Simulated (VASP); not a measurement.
Wanted: the native input for a VASP 6.6.1 run.

| Property | Result |
| --- | --- |
| Task | single point |
| Functional | PBEsol |
| Potentials or basis | VASP PAW PBE potentials, release 64 (Bi_d, Te) |
| Cutoff | 520 eV |
| k mesh | 10 × 10 × 10 |
| Occupations | fermi-dirac, width 0.03 eV |
| Spin | no spin polarisation |
| Dipole correction | no |
| Further INCAR settings | ALGO = Fast; EDIFF = 1e-06; NBANDS = 18 |

The structure of BiTe lies in POSCAR:

```
BiTe
1.0
    0.0000000000      3.2350000000      3.2350000000
    3.2350000000      0.0000000000      3.2350000000
    3.2350000000      3.2350000000      0.0000000000
Bi Te
1 1
Direct
    0.0000000000      0.0000000000      0.0000000000
    0.5000000000      0.5000000000      0.5000000000
```

The input as run:

INCAR

```
  PREC = Accurate
  ENCUT = 520
  EDIFF = 1E-6
  ISMEAR = -1
  SIGMA = 0.03
  LREAL = False
  LASPH = True
  NELM = 100
  ALGO = Fast
  ISIF = 2
  LWAVE = False
  LCHARG = False
  GGA = PS
  NBANDS = 18
```

KPOINTS

```
regular mesh
0
Gamma
  10 10 10
```

Potentials or basis: VASP PAW PBE potentials, release 64 (Bi_d, Te).

Run with:

```sh
$ cat potpaw_PBE.64/Bi_d/POTCAR potpaw_PBE.64/Te/POTCAR > POTCAR
$ mpirun -np 1 vasp_std > vasp.out
```

It gave:

```json
{"Pressure": "-1.7 GPa", "Band gap on the k mesh": "none (metal or under the smearing width)"}
```

Caveat: the PAW data sets were made with another functional, which shifts forces and pressure a little; spin-orbit coupling is left out, which moves the levels of the heavy elements.

Wall time 77 s on 1 thread of Intel(R) Xeon(R) Platinum 8375C CPU @ 2.90GHz (Ice Lake), with other jobs on the host, peak memory 0.24 GiB.
